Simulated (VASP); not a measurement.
Here is the system:

```yaml
crystal:
  lattice:
    - [3.06717, 0.00000, 0.00000]
    - [-1.53358, 2.65624, 0.00000]
    - [0.00000, 0.00000, 4.90368]
  atoms:
    - { symbol: Al, position: [0.33333, 0.66667, 0.99637] }
    - { symbol: Al, position: [0.66667, 0.33333, 0.49637] }
    - { symbol: N, position: [0.33333, 0.66667, 0.37863] }
    - { symbol: N, position: [0.66667, 0.33333, 0.87863] }
```

The numbers are results of PBEsol GGA, VASP's PBE PAW potentials (set 64) (plane waves; VASP 6.6.1), not measurements. Settings: 620 eV cut-off, 8×8×5 Γ-centred mesh, Gaussian smearing of 0.050 eV, potentials Al N.

Q: What does the run give for the energy per atom (σ→0), pressure?

A: 
| Property | Value |
|---|---|
| energy per atom (σ→0) | -7.815 eV/atom |
| pressure | 10.03 GPa |

The absolute energy has meaning only against runs of the same code, potentials and settings.

The structure was generated: AlN was put into the wurtzite type (P6_3mc), which need not be its known phase. It was relaxed first under an external pressure of 10 GPa.
